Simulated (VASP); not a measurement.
## Relaxed cell of Al: a test of cutoff and mesh

Aim: test the relaxed volume of Al against cutoff and mesh. The starting structure is a measured crystal structure from the Crystallography Open Database. The first relaxation on each setting starts from this cell expanded by 3 % in volume.

Method: Kohn-Sham DFT with plane waves and PAW; PBEsol, in VASP 6.6.1.

## (1) The structure

Symmetry: Fm-3m, No. 225, cubic system. Conventional cell: a = 4.050 Å, b = 4.050 Å, c = 4.050 Å, α = 90.00°, β = 90.00°, γ = 90.00°. Nearest to Al lie 12 Al at 2.86 Å.

Coordinates:

```
Al
1.0
     0.00000    2.02493    2.02493
     2.02493    0.00000    2.02493
     2.02493    2.02493    0.00000
Al
1
Direct
  0.00000 0.00000 0.00000
```

## (2) Reference relaxation

This run starts from the cell of an earlier relaxation, which isn't shown; the restart sets up the plane waves anew.

INCAR

```
SYSTEM = Al
PREC = Accurate
ENCUT = 450
EDIFF = 1E-06
NELM = 100
ISMEAR = 1
SIGMA = 0.15
LREAL = .FALSE.
ALGO = Normal
GGA = PS
NBANDS = 7
LORBIT = 11
LWAVE = .FALSE.
LCHARG = .FALSE.
KPAR = 4
IBRION = 2
NSW = 50
ISIF = 3
EDIFFG = -0.004
```

POSCAR

```
Al
1.0
    0.0000000000      2.0079782968      2.0079782968
    2.0079782968      0.0000000000      2.0079782968
    2.0079782968      2.0079782968      0.0000000000
Al
1
Direct
    0.0000000000      0.0000000000      0.0000000000
```

KPOINTS

```
Automatic mesh
0
Gamma
18 18 18
0 0 0
```

The projector-augmented-wave data sets are Al (PBE family, release 64).

Run with:

```bash
$ mpirun -np 4 vasp_std
```

Output:

```text
[banner, memory and clock lines left out]
running    4 mpi-ranks, on    1 nodes
 distrk:  each k-point on    1 cores,    4 groups
 distr:  one band on    1 cores,    1 groups

 POSCAR found type information on POSCAR Al
 POSCAR found :  1 types and       1 ions
|                                                                             |
|               ----> ADVICE to this user running VASP <----                  |
|                                                                             |
|     You enforced a specific xc type in the INCAR file but a different       |
|     [... a line on the potential file left out ...]
|     I HOPE YOU KNOW WHAT YOU ARE DOING!                                     |
|                                                                             |

 LDA part: xc-table for (Slater+PW92), standard interpolation
 POSCAR, INCAR and KPOINTS ok, starting setup
 FFT: planning ... GRIDC
 FFT: planning ... GRID_SOFT
 FFT: planning ... GRID
 WAVECAR not read
 entering main loop
       N       E                     dE             d eps       ncg     rms          rms(c)
DAV:   1    -0.274567105339E+01   -0.27457E+01   -0.81578E+02  2786   0.203E+02
DAV:   2    -0.411026020071E+01   -0.13646E+01   -0.13356E+01  3689   0.206E+01
DAV:   3    -0.411827498576E+01   -0.80148E-02   -0.79765E-02  3766   0.173E+00
DAV:   4    -0.411829106502E+01   -0.16079E-04   -0.16078E-04  4039   0.644E-02
DAV:   5    -0.411829107813E+01   -0.13106E-07   -0.13938E-07  3976   0.142E-03    0.143E+00
DAV:   6    -0.410111181598E+01    0.17179E-01   -0.21066E-03  3626   0.218E-01    0.811E-01
DAV:   7    -0.408950843067E+01    0.11603E-01   -0.57672E-03  3437   0.348E-01    0.171E-01
DAV:   8    -0.408949336013E+01    0.15071E-04   -0.22809E-05  4144   0.365E-02    0.107E-02
DAV:   9    -0.408949261997E+01    0.74016E-06   -0.35949E-07  3668   0.303E-03
   1 F= -.40894926E+01 E0= -.40891202E+01  d E =-.408949E+01
 curvature:   0.00 expect dE= 0.000E+00 dE for cont linesearch  0.000E+00
 trial: gam= 0.00000 g(F)=  0.211E-64 g(S)=  0.893E-08 ort = 0.000E+00 (trialstep = 0.100E+01)
 search vector abs. value=  0.903E-08
 reached required accuracy - stopping structural energy minimisation
```

The job ended after 7.8 s (4 MPI ranks of AMD EPYC 7R43, shared host; peak memory 0.39 GiB; 28 s of CPU time).

Lines that name or quote the potential files are left out of all logs, and their timing lines are given in words.

Parts of OUTCAR (step 2):

```text
ion  position               nearest neighbor table
   1  0.000  0.000  0.000-

  LATTYP: Found a face centered cubic cell.
 ALAT       =     4.0159565936

 Subroutine GETGRP returns: Found 48 space group operations
 (whereof 48 operations were pure point group operations)

The static configuration has the point symmetry O_h .

 Found    195 irreducible k-points:

   k-points           NKPTS =    195   k-points in BZ     NKDIM =    195   number of bands    NBANDS=      7

   dimension x,y,z NGX =    20 NGY =   20 NGZ =   20
   dimension x,y,z NGXF=    40 NGYF=   40 NGZF=   40

   ENCUT  =  450.0 eV  33.07 Ry    5.75 a.u.   4.91  4.91  4.91*2*pi/ulx,y,z

   NELECT =       3.0000    total number of electrons

 k-points in reciprocal lattice and weights: Automatic mesh
   0.00000000  0.00000000  0.00000000       0.000
   0.05555556  0.00000000  0.00000000       0.001
   0.11111111  0.00000000  0.00000000       0.001
   0.16666667  0.00000000  0.00000000       0.001
   0.22222222  0.00000000  0.00000000       0.001
   0.27777778  0.00000000  0.00000000       0.001
   0.33333333  0.00000000  0.00000000       0.001
   0.38888889  0.00000000  0.00000000       0.001
   0.44444444  0.00000000  0.00000000       0.001
[...]
-0.27777778  0.44444444  0.22222222       0.004
  -0.27777778  0.50000000  0.22222222       0.002

 average (electrostatic) potential at core
       1 -72.0941

 E-fermi :   8.1384

 k-point     1 :       0.0000    0.0000    0.0000
  band No.  band energies     occupation
      1      -3.1130      2.00000
      2      20.8473      0.00000
      3      20.8473      0.00000
      4      20.8473      0.00000
      5      22.4816      0.00000
      6      22.4816      0.00000
    ...

 k-point     2 :       0.0556    0.0000    0.0000
  band No.  band energies     occupation
      1      -3.0280      2.00000
      2      19.3458      0.00000
      3      20.5534      0.00000
      4      20.5534      0.00000
      5      22.9088      0.00000
      6      22.9088      0.00000
    ...

 k-point     3 :       0.1111    0.0000    0.0000
  band No.  band energies     occupation
      1      -2.7735      2.00000
      2      17.1088      0.00000
      3      20.0540      0.00000
      4      20.0540      0.00000
      5      23.0821      0.00000
      6      23.7789      0.00000
    ...

  Total        0.0002484      0.0002484      0.0002484      0.0000000     -0.0000000      0.0000000
  in kB        0.0245740      0.0245740      0.0245740      0.0000000     -0.0000000      0.0000000
  external PRESSURE =       0.0245740 kB  Pullay stress =       0.0000000 kB

  energy-cutoff  :      450.00
  volume of cell :       16.19
      direct lattice vectors                 reciprocal lattice vectors
     0.000000000  2.007978297  2.007978297    -0.249006675  0.249006675  0.249006675
     2.007978297  0.000000000  2.007978297     0.249006675 -0.249006675  0.249006675
     2.007978297  2.007978297  0.000000000     0.249006675  0.249006675 -0.249006675

 POSITION                                       TOTAL-FORCE (eV/Angst)
 -----------------------------------------------------------------------------------
      0.00000      0.00000      0.00000         0.000000     -0.000000      0.000000
 -----------------------------------------------------------------------------------
    total drift:                               -0.000000     -0.000000     -0.000000

  FREE ENERGIE OF THE ION-ELECTRON SYSTEM (eV)
  ---------------------------------------------------
  free  energy   TOTEN  =        -4.0894926200 eV

  energy  without entropy=       -4.0883752908  energy(sigma->0) =       -4.08912018

 reached required accuracy - stopping structural energy minimisation

 total charge
# of ion       s       p       d       tot
------------------------------------------
    1        0.428   0.347   0.000   0.775

[... 3 further parts left out ...]
```

CONTCAR:

```
Al
   1.00000000000000
     0.0000000000000000    2.0079782968000002    2.0079782968000002
     2.0079782968000002    0.0000000000000000    2.0079782968000002
     2.0079782968000002    2.0079782968000002    0.0000000000000000
  Al
     1
Direct
     0.0000000000000000    0.0000000000000000    0.0000000000000000
```

This run has no spin polarisation. Its electron count is odd, so without a moment it is a metal by construction. The PAW data sets were made with PBE, which is usual practice but a small mismatch for other functionals. The run keeps the 48 symmetry operations of its start, so it cannot find a distortion of lower symmetry.

The reference relaxation ends at 16.192 Å³ an atom. Pressures at 0.985 and 1.015 times this volume, from two more relaxations that aren't shown, give a bulk modulus of 80.8 GPa.

## (3) Relaxation with a cutoff of 240 eV

Against step 2 the input has ENCUT = 240. This run starts from the cell of an earlier relaxation, which isn't shown; the restart sets up the plane waves anew.

INCAR: that of step 2 with these lines changed.

```diff
@@ -2,3 +2,3 @@
 PREC = Accurate
-ENCUT = 450
+ENCUT = 240
 EDIFF = 1E-06
```

POSCAR

```
Al
1.0
    0.0000000000      2.0080848585      2.0080848585
    2.0080848585      0.0000000000      2.0080848585
    2.0080848585      2.0080848585      0.0000000000
Al
1
Direct
    0.0000000000      0.0000000000      0.0000000000
```

KPOINTS is that of step 2.

Run with:

```bash
$ mpirun -np 4 vasp_std
```

Output:

```text
[banner, memory and clock lines left out]
running    4 mpi-ranks, on    1 nodes
[...]
[... a notice as in an earlier step ...]

 LDA part: xc-table for (Slater+PW92), standard interpolation
 POSCAR, INCAR and KPOINTS ok, starting setup
[...]
entering main loop
       N       E                     dE             d eps       ncg     rms          rms(c)
DAV:   1    -0.376379005413E+01   -0.37638E+01   -0.60651E+02  3570   0.114E+02
DAV:   2    -0.410604443233E+01   -0.34225E+00   -0.33524E+00  3822   0.110E+01
DAV:   3    -0.410701575105E+01   -0.97132E-03   -0.97031E-03  3514   0.491E-01
DAV:   4    -0.410701667995E+01   -0.92890E-06   -0.92942E-06  4130   0.128E-02
DAV:   5    -0.410701668044E+01   -0.48819E-09   -0.17636E-09  3577   0.125E-04    0.181E+00
DAV:   6    -0.408976526994E+01    0.17251E-01   -0.19851E-03  3444   0.194E-01    0.101E+00
DAV:   7    -0.407799315862E+01    0.11772E-01   -0.54015E-03  3367   0.313E-01    0.203E-01
DAV:   8    -0.407795856829E+01    0.34590E-04   -0.19349E-05  4186   0.265E-02    0.295E-02
DAV:   9    -0.407795772634E+01    0.84195E-06   -0.39006E-07  3472   0.278E-03
   1 F= -.40779577E+01 E0= -.40775833E+01  d E =-.407796E+01
[...]
reached required accuracy - stopping structural energy minimisation
```

The job ended after 2.2 s (4 MPI ranks; peak memory 0.3 GiB; 6.7 s of CPU time).

Parts of OUTCAR (step 3):

```text
  Total        0.0027795      0.0027795      0.0027795      0.0000000      0.0000000      0.0000000
  in kB        0.2749843      0.2749843      0.2749843      0.0000000      0.0000000      0.0000000
  external PRESSURE =       0.2749843 kB  Pullay stress =       0.0000000 kB

 POSITION                                       TOTAL-FORCE (eV/Angst)
 -----------------------------------------------------------------------------------
      0.00000      0.00000      0.00000         0.000000      0.000000      0.000000
 -----------------------------------------------------------------------------------
    total drift:                               -0.000000      0.000000      0.000000

  FREE ENERGIE OF THE ION-ELECTRON SYSTEM (eV)
  ---------------------------------------------------
  free  energy   TOTEN  =        -4.0779577263 eV

  energy  without entropy=       -4.0768345264  energy(sigma->0) =       -4.07758333

[... 2 parts as in an earlier step ...]

[... 2 further parts left out ...]
[key lines of the parts left out:]
E-fermi :   8.1473
```

With a cutoff of 240 eV the cell ends at 16.195 Å³ an atom, +0.02 % from the reference; the bulk modulus is 80.8 GPa against 80.8 GPa.

## (4) Relaxation with a 10×10×10 mesh

Against step 2 the input has a 10×10×10 mesh. This run starts from the cell of an earlier relaxation, which isn't shown; the restart sets up the plane waves anew.

INCAR: that of step 3 with these lines changed.

```diff
@@ -2,3 +2,3 @@
 PREC = Accurate
-ENCUT = 240
+ENCUT = 450
 EDIFF = 1E-06
```

POSCAR

```
Al
1.0
    0.0000000000      2.0051866216      2.0051866216
    2.0051866216      0.0000000000      2.0051866216
    2.0051866216      2.0051866216      0.0000000000
Al
1
Direct
    0.0000000000      0.0000000000      0.0000000000
```

KPOINTS

```
Automatic mesh
0
Gamma
10 10 10
0 0 0
```

Run with:

```bash
$ mpirun -np 4 vasp_std
```

Output:

```text
[... set-up lines as in an earlier step ...]
 entering main loop
       N       E                     dE             d eps       ncg     rms          rms(c)
DAV:   1    -0.293167238479E+01   -0.29317E+01   -0.72296E+02   665   0.195E+02
DAV:   2    -0.409556312634E+01   -0.11639E+01   -0.11593E+01   931   0.197E+01
DAV:   3    -0.410255145687E+01   -0.69883E-02   -0.69842E-02   903   0.163E+00
DAV:   4    -0.410256192321E+01   -0.10466E-04   -0.10466E-04   987   0.590E-02
DAV:   5    -0.410256193820E+01   -0.14984E-07   -0.15925E-07   917   0.151E-03    0.144E+00
DAV:   6    -0.408479724571E+01    0.17765E-01   -0.22436E-03   854   0.224E-01    0.817E-01
DAV:   7    -0.407288305398E+01    0.11914E-01   -0.60493E-03   833   0.355E-01    0.171E-01
DAV:   8    -0.407286648666E+01    0.16567E-04   -0.24553E-05   980   0.384E-02    0.955E-03
DAV:   9    -0.407286569951E+01    0.78715E-06   -0.40545E-07   903   0.319E-03
   1 F= -.40728657E+01 E0= -.40722542E+01  d E =-.407287E+01
[...]
reached required accuracy - stopping structural energy minimisation
```

It took 2 s on 4 MPI ranks; peak memory 0.33 GiB; 5.5 s of CPU time.

From OUTCAR (step 4):

```text
  Total        0.0017825      0.0017825      0.0017825      0.0000000      0.0000000      0.0000000
  in kB        0.1771108      0.1771108      0.1771108      0.0000000      0.0000000      0.0000000
  external PRESSURE =       0.1771108 kB  Pullay stress =       0.0000000 kB

 POSITION                                       TOTAL-FORCE (eV/Angst)
 -----------------------------------------------------------------------------------
      0.00000      0.00000      0.00000         0.000000      0.000000      0.000000
 -----------------------------------------------------------------------------------
    total drift:                                0.000000     -0.000000     -0.000000

  FREE ENERGIE OF THE ION-ELECTRON SYSTEM (eV)
  ---------------------------------------------------
  free  energy   TOTEN  =        -4.0728656995 eV

  energy  without entropy=       -4.0710312599  energy(sigma->0) =       -4.07225422

[... 1 part as in an earlier step ...]

[... 3 further parts left out ...]
[key lines of the parts left out:]
E-fermi :   8.3181
```

With a 10×10×10 mesh the cell ends at 16.125 Å³ an atom, -0.42 % from the reference; the bulk modulus is 75.9 GPa against 80.8 GPa.

(Continued in part 2 of 2.)

[Lines on the potential files, build, host, timing and source positions are cut from VASP's logs without a mark.]

[Logs are printed without paths, hosts, clocks, repeated set-up lines and the standing remarks that a program may print on its own settings, such as how far it seeks lower states.]

[Hosts, paths, dates, database ids (printed as entryN), source tags and the programs' standing remarks are cut or masked in the printed files.]
